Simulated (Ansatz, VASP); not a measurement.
## BiN in VASP and in Ansatz

```
CELL_PARAMETERS angstrom
3.43262 0.00000 0.00000
-1.71631 2.97274 0.00000
0.00000 0.00000 3.23906
ATOMIC_POSITIONS crystal
Bi 0.00000 0.00000 0.00000
N 0.66667 0.33333 0.50000
```

Alike in both runs: functional PBE; k mesh 12 × 12 × 10; occupations gaussian, width 0.05 eV; no spin polarisation.

Ansatz relaxed the structure, and its values are those at the end. VASP's run is a single point on that final structure, the one shown.

```csv
,VASP,Ansatz
version,VASP 6.6.1,Ansatz 0.2.0
potentials or method,"VASP PAW PBE potentials, release 64 (Bi_d, N)","scalar-relativistic, plane waves, PAW"
plane-wave cutoff (eV),520,420
valence electrons in the cell,20,20
```

|  | VASP | Ansatz | Ansatz less VASP |
| --- | --- | --- | --- |
| gap on the k mesh at the Fermi level (eV) | none | none | - |
| pressure (GPa) | 4.8 | 4.8 | 0.00 |

A gap of «none» marks a metal or a gap that the smearing closes.

Caveats: spin-orbit coupling is left out, which moves the levels of the heavy elements.
